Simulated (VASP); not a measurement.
Given:

```
CELL_PARAMETERS angstrom
      4.29159     0.00000     0.00000
      0.00000     4.38984     0.00000
      0.00000     0.00000     4.39283
ATOMIC_POSITIONS crystal
  Cs 0.00000 0.00000 0.00000
  Br 0.50734 0.50000 0.50000
```

These are PBE GGA, VASP's PBE PAW potentials (set 64) (plane waves; VASP) values and carry that method's errors. Numerical set-up: EDIFF = 1E-3, 400 eV cut-off, 6×6×6 Γ-centred mesh, Gaussian smearing of 0.050 eV, potentials Cs_sv Br.

Q: Estimate the energy per atom (σ→0).

A: 
```json
{
 "energy per atom (σ→0)": "-3.010 eV/atom"
}
```

The compound is CsBr in the CsCl type structure. The cell was not relaxed at this level, atoms are displaced from their ideal sites. The run is one of a series of settings (EDIFF = 1E-3 against the base run), some of them coarse on purpose.
